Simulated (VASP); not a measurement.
These are MS2 meta-GGA, VASP's PBE PAW potentials (set 64) (plane waves; VASP) values and carry that method's errors.

Input for VASP

KPOINTS:
```
Automatic mesh
0
Gamma
9 9 9
0 0 0
```

**POSCAR**
```
Al3Sc
4.0854510
  1.0000000206   0.0000000000   0.0000000000
  0.0000000000   1.0000000206   0.0000000000
  0.0000000000   0.0000000000   1.0000000206
Sc Al
1 3
Cartesian
  0.0000000000   0.0000000000   0.0000000000
  0.0000000000   0.5000000103   0.5000000103
  0.5000000103   0.0000000000   0.5000000103
  0.5000000103   0.5000000103   0.0000000000
```

**KPOINTS_OPT**
```
k-points along high-symmetry lines
10
Line-mode
Reciprocal
  0.000000   0.000000   0.000000 ! GAMMA
  0.000000   0.500000   0.000000 ! X

  0.000000   0.500000   0.000000 ! X
  0.500000   0.500000   0.000000 ! M

  0.500000   0.500000   0.000000 ! M
  0.000000   0.000000   0.000000 ! GAMMA

  0.000000   0.000000   0.000000 ! GAMMA
  0.500000   0.500000   0.500000 ! R

  0.500000   0.500000   0.500000 ! R
  0.000000   0.500000   0.000000 ! X

  0.500000   0.500000   0.500000 ! R
  0.500000   0.500000   0.000000 ! M
```

**INCAR**
```
SYSTEM = Al3Sc
PREC = Accurate; ENCUT = 520; LREAL = .FALSE.
LASPH = .TRUE.
EDIFF = 1E-7; NELM = 100; ALGO = Normal
LMAXMIX = 4; LMIXTAU = .TRUE.
ISMEAR = -5
METAGGA = MS2
ISIF = 2
LWAVE = .FALSE.; LCHARG = .FALSE.; LORBIT = 11
NEDOS = 601
LEFG = .TRUE.
```

POTCAR, in this order: Sc_sv Al (PBE.64 set). Program: vasp_std.

The run wrote:

OSZICAR:
```
       N       E                     dE             d eps       ncg     rms          rms(c)
DAV:   1     0.943088454270E+02    0.94309E+02   -0.82436E+03   980   0.128E+03
DAV:   2    -0.375579555047E+02   -0.13187E+03   -0.12994E+03  1010   0.374E+02
DAV:   3    -0.451099693575E+02   -0.75520E+01   -0.73376E+01  1550   0.739E+01
DAV:   4    -0.452408950915E+02   -0.13093E+00   -0.13152E+00  1424   0.969E+00
DAV:   5    -0.452424845605E+02   -0.15895E-02   -0.16017E-02  1374   0.115E+00    0.145E+01
DAV:   6    -0.359494041881E+02    0.92931E+01   -0.12304E+01  1414   0.510E+01    0.669E+00
DAV:   7    -0.359267487972E+02    0.22655E-01   -0.32208E+00  1174   0.269E+01    0.460E+00
DAV:   8    -0.360418323449E+02   -0.11508E+00   -0.40006E-01  1628   0.725E+00    0.141E+00
DAV:   9    -0.358784495076E+02    0.16338E+00   -0.85981E-01  1076   0.754E+00    0.567E-01
DAV:  10    -0.360478723295E+02   -0.16942E+00   -0.53925E-01  1130   0.712E+00    0.547E-01
DAV:  11    -0.360503624154E+02   -0.24901E-02   -0.30265E-02  1582   0.166E+00    0.268E-01
DAV:  12    -0.360493455841E+02    0.10168E-02   -0.85422E-03  1138   0.101E+00    0.440E-02
DAV:  13    -0.360489187013E+02    0.42688E-03   -0.18804E-03  1380   0.446E-01    0.520E-02
DAV:  14    -0.360485023060E+02    0.41640E-03   -0.65185E-04  1206   0.209E-01    0.185E-02
DAV:  15    -0.360486989141E+02   -0.19661E-03   -0.47400E-04  1166   0.218E-01    0.960E-03
DAV:  16    -0.360486929352E+02    0.59789E-05   -0.38237E-05  1612   0.662E-02    0.740E-03
DAV:  17    -0.360486980642E+02   -0.51290E-05   -0.40820E-06  1494   0.334E-02    0.176E-03
DAV:  18    -0.360486958490E+02    0.22153E-05   -0.80580E-07  1368   0.142E-02    0.131E-03
DAV:  19    -0.360486947592E+02    0.10898E-05   -0.10657E-07   772   0.460E-03    0.686E-04
DAV:  20    -0.360486933208E+02    0.14385E-05   -0.11818E-07   796   0.428E-03    0.603E-04
DAV:  21    -0.360486925230E+02    0.79773E-06   -0.41189E-08   634   0.298E-03    0.170E-04
DAV:  22    -0.360486926556E+02   -0.13255E-06   -0.15100E-08   586   0.212E-03    0.421E-04
DAV:  23    -0.360486925922E+02    0.63399E-07   -0.67989E-09   586   0.129E-03
   1 F= -.36048693E+02 E0= -.36048693E+02  d E =0.000000E+00
       N       E                     dE             ncg
       N       E                     dE             ncg
```

OUTCAR:
```
------------------------ aborting loop because EDIFF is reached ----------------------------------------
  FORCE on cell =-STRESS in cart. coord.  units (eV):
  Direction    XX          YY          ZZ          XY          YZ          ZX
  --------------------------------------------------------------------------------------
  Total       -0.0055850     -0.0055850     -0.0055850      0.0000000     -0.0000000     -0.0000000
  in kB       -0.1312251     -0.1312251     -0.1312251      0.0000000     -0.0000000     -0.0000000
  external PRESSURE =      -0.1312251 kB  Pullay stress =       0.0000000 kB
  volume of cell :       68.19
      direct lattice vectors                 reciprocal lattice vectors
     4.085451084  0.000000000  0.000000000     0.244771013  0.000000000  0.000000000
     0.000000000  4.085451084  0.000000000     0.000000000  0.244771013  0.000000000
     0.000000000  0.000000000  4.085451084     0.000000000  0.000000000  0.244771013
 POSITION                                       TOTAL-FORCE (eV/Angst)
 -----------------------------------------------------------------------------------
      0.00000      0.00000      0.00000         0.000000      0.000000      0.000000
      0.00000      2.04273      2.04273         0.000000      0.000000      0.000000
      2.04273      0.00000      2.04273         0.000000      0.000000      0.000000
      2.04273      2.04273      0.00000         0.000000      0.000000      0.000000
 -----------------------------------------------------------------------------------
    total drift:                               -0.000000     -0.000000      0.000000
  FREE ENERGIE OF THE ION-ELECTRON SYSTEM (eV)
  ---------------------------------------------------
  free  energy   TOTEN  =       -36.0486925922 eV

  energy  without entropy=      -36.0486925922  energy(sigma->0) =      -36.04869259

 total charge

# of ion       s       p       d       tot
------------------------------------------
    1        2.181   6.147   1.264   9.592
    2        0.450   0.398   0.000   0.848
    3        0.450   0.398   0.000   0.848
    4        0.450   0.398   0.000   0.848
--------------------------------------------------
tot          3.530   7.341   1.264  12.135

 Electric field gradients after diagonalization (V/A^2)
 (convention: |V_zz| > |V_xx| > |V_yy|)
----------------------------------------------------------------------
 ion       V_xx      V_yy      V_zz     asymmetry (V_yy - V_xx)/ V_zz
----------------------------------------------------------------------
   1      -0.000    -0.000    -0.000      -0.136
   2      -9.773    -9.773    19.546       0.000
   3      -9.773    -9.773    19.546       0.000
   4      -9.773    -9.773    19.546       0.000
```
(Selected blocks of OUTCAR.)

For a metal the tetrahedron method with Blöchl corrections gives inexact stress and forces.

The compound is Al3Sc in the L1_2 structure. It was relaxed first.
